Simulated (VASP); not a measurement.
A run of VASP 6.6.1 is set up as follows.

The input INCAR:

```
SYSTEM = TaV
ALGO     = Normal         ! electronic algorithm
EDIFF    = 1E-7           ! SCF threshold, eV
EDIFFG   = -0.005         ! ionic threshold
ENCUT    = 600            ! plane-wave cutoff, eV
IBRION   = 2              ! ionic algorithm
ISIF     = 3              ! what is computed and relaxed
ISMEAR   = -1             ! smearing method
ISPIN    = 2              ! spin polarisation
LASPH    = .True.         ! aspherical terms in the spheres
LCHARG   = .False.        ! write CHGCAR
LMAXMIX  = 4              ! l up to which the mixer works
LORBIT   = 11             ! projections on sites
LREAL    = .False.        ! projectors in reciprocal space
LWAVE    = .False.        ! write WAVECAR
MAGMOM   = 0 2            ! initial moments
NELM     = 120            ! most SCF steps
NSW      = 60             ! ionic steps
PREC     = Accurate       ! precision mode
PSTRESS  = 20           
SIGMA    = 0.05           ! smearing width, eV
```

Contents of KPOINTS:

```
k-points
0
Gamma
  7 7 5
  0 0 0
```

Contents of POSCAR:

```
TaV
1.0
    1.6067000000     -2.3077750000      0.0000000000
    1.6067000000      2.3077750000      0.0000000000
    0.0000000000      0.0000000000      4.3413610000
Ta V
1 1
Direct
    0.0000000000      0.0000000000      0.0000000000
    0.5000000000      0.5000000000      0.5000000000
```

Potentials or basis: VASP PAW LDA potentials, release 64 (Ta_pv, V_sv).

Command:

```bash
$ cat potpaw_LDA.64/Ta_pv/POTCAR potpaw_LDA.64/V_sv/POTCAR > POTCAR
$ mpirun -np 1 vasp_std > vasp.out
```

(1) Predict the net moment.

(2) Predict the relaxed cell.

Results:

(1) 0.00 μB per cell.

(2) a = 2.746 Å, b = 2.746 Å, c = 4.230 Å, α = 90.00°, β = 90.00°, γ = 110.67°.

Caveat: the cell is relaxed towards a set pressure, so the enthalpy falls and the energy may rise.
